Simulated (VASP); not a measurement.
Given:

```
CELL_PARAMETERS angstrom
      2.93389     0.00000     0.00000
     -1.46695     2.54082     0.00000
      0.00000     0.00000     4.65066
ATOMIC_POSITIONS crystal
  Ti 0.66667 0.33333 0.75000
  Ti 0.33333 0.66667 0.25000
```

Method: PBE GGA, VASP's PBE PAW potentials (set 64) (plane waves; VASP). Numerical set-up: PREC = Normal, EDIFF = 1E-5, 400 eV cut-off, 16×16×9 Γ-centred mesh, first-order Methfessel-Paxton smearing of 0.10 eV, potentials Ti_sv.

Task: Estimate the energy per atom (σ→0), band gap (on the k-mesh) with the smallest direct gap where there is one.

Result: 
| Quantity | Value |
|---|---|
| band gap (on the k-mesh) | none (metal, semimetal or under 0.01 eV) |
| energy per atom (σ→0) | -7.828 eV/atom |

The compound is Ti in the hcp structure. It was relaxed first.
